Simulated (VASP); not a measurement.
All values below come from PBE GGA, VASP's PBE PAW potentials (set 64) (plane waves; VASP).

VASP input:

**INCAR**
```
PREC  =  Accurate
LASPH  =  .True.   ! aspherical one-centre terms
SIGMA  =  0.01   ! width (eV)
GGA  =  PE
SYSTEM  =  CeO2
ALGO  =  Normal   ! blocked Davidson
ISMEAR  =  0
NELM  =  100
ISIF  =  2
LREAL  =  .False.   ! projection in real space or not
ENCUT  =  520
LWAVE  =  .False.
LMAXMIX  =  6
LCHARG  =  .False.
EDIFF  =  1E-6   ! SCF stop (eV)
```

### KPOINTS
```
Automatic mesh
0
G
6 6 6
0 0 0
```

**POSCAR**
```
CeO2
3.9019570
  0.0000000000   0.7071067159   0.7071067159
  0.7071067159   0.0000000000   0.7071067159
  0.7071067159   0.7071067159   0.0000000000
Ce O
1 2
direct
  0.0000000000   0.0000000000   0.0000000000
  0.2500000000   0.2500000000   0.2500000000
  0.7500000000   0.7500000000   0.7500000000
```

POTCAR, in this order: Ce O (PBE.64 set). Program: vasp_std.

Question: Predict the energy per atom (σ→0), pressure.

Answer: 
The energy per atom (σ→0) is -8.738 eV/atom and the pressure is -4.85 GPa.

**OSZICAR**
```
...
DAV:  15    -0.262131800144E+02    0.39760E-03   -0.48800E-03   800   0.662E-01    0.590E-02
DAV:  16    -0.262133783905E+02   -0.19838E-03   -0.15853E-03   792   0.400E-01    0.147E-01
DAV:  17    -0.262131935099E+02    0.18488E-03   -0.27140E-03   696   0.485E-01    0.337E-02
DAV:  18    -0.262131880501E+02    0.54598E-05   -0.63377E-05   904   0.625E-02    0.256E-02
DAV:  19    -0.262131860888E+02    0.19613E-05   -0.50540E-06   664   0.173E-02    0.203E-02
DAV:  20    -0.262131798118E+02    0.62770E-05   -0.29673E-05   704   0.493E-02    0.595E-03
DAV:  21    -0.262131794381E+02    0.37372E-06   -0.27958E-06   512   0.149E-02
   1 F= -.26213179E+02 E0= -.26213179E+02  d E =-.750229E-67
```

The compound is CeO2 in the fluorite structure. The cell was not relaxed at this level. The run is one of a series of settings (SIGMA = 0.01 against the base run), some of them coarse on purpose. The run is not spin-polarised, so no magnetic state was tried.
